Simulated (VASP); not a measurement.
Given:

```
PbO
1.0
    3.99515     0.00000     0.00000
    0.00000     3.99515     0.00000
    0.00000     0.00000     5.03883
Pb O
2 2
Direct
  0.50000   0.00000   0.76383
  0.00000   0.50000   0.23617
  0.50000   0.50000   0.00000
  0.00000   0.00000   0.00000
```

Level of theory: MS2 meta-GGA, VASP's PBE PAW potentials (set 64) (plane waves; VASP). Numerical set-up: 520 eV cut-off, 6×6×5 Γ-centred mesh, tetrahedra with Blöchl corrections, potentials Pb_d O.

The path is coarsely sampled, so an indirect gap can come out somewhat too large. Unless said otherwise, spin-orbit coupling is left out, though it shifts the bands of the heavy elements here.

Question: Give the energies of bands 14 to 23 at the high-symmetry points, in eV from the valence-band maximum.

Answer: 
```csv
band,Γ,X,M,Z,R,A
14,-6.73,-7.25,-8.22,-4.41,-7.32,-8.14
15,-4.38,-3.30,-3.52,-4.23,-3.78,-3.96
16,-4.38,-3.30,-3.52,-4.23,-3.78,-3.96
17,-1.82,-3.12,-1.65,-1.86,-3.08,-2.23
18,-1.77,-3.12,-1.65,-1.79,-3.08,-2.23
19,-1.77,-1.70,-1.14,-1.79,-1.03,-1.14
20,-0.01,-1.70,-1.14,-1.00,-1.03,-1.14
21,2.36,3.41,1.16,2.02,3.05,3.43
22,5.51,3.41,1.16,4.03,3.05,3.43
23,5.64,6.63,5.27,4.03,6.35,4.74
```

The gap is indirect, 1.16 eV, from the valence maximum at Γ-X at 0.20 to the conduction minimum at M.

The compound is PbO in the litharge structure. It was relaxed first.
